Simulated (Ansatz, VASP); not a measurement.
One calculation of ScPb, two programs

```
CELL_PARAMETERS angstrom
3.48637 0.00000 0.00000
-1.74319 3.01929 0.00000
0.00000 0.00000 4.85891
ATOMIC_POSITIONS crystal
Sc 0.00000 0.00000 0.50000
Pb 0.66667 0.33333 0.00000
```

Alike in both runs: functional PBE; k mesh 15 × 15 × 10; occupations gaussian, width 0.1 eV; no spin polarisation.

Ansatz relaxed the structure, and its values are those at the end. VASP's run is a single point on that final structure, the one shown.

```csv
,VASP,Ansatz
version,VASP 6.6.1,Ansatz 0.2.0
potentials or method,"VASP PAW PBE potentials, release 64 (Sc_sv, Pb_d)","scalar-relativistic, plane waves, PAW"
plane-wave cutoff (eV),520,420
valence electrons in the cell,25,25
```

```tsv
	VASP	Ansatz	Ansatz less VASP
gap on the k mesh at the Fermi level (eV)	none	none	-
pressure (GPa)	0.0	0.0	-0.01
```

A gap of «none» marks a metal or a gap that the smearing closes.

The runs have no spin-orbit coupling, so splittings on Pb are missing.
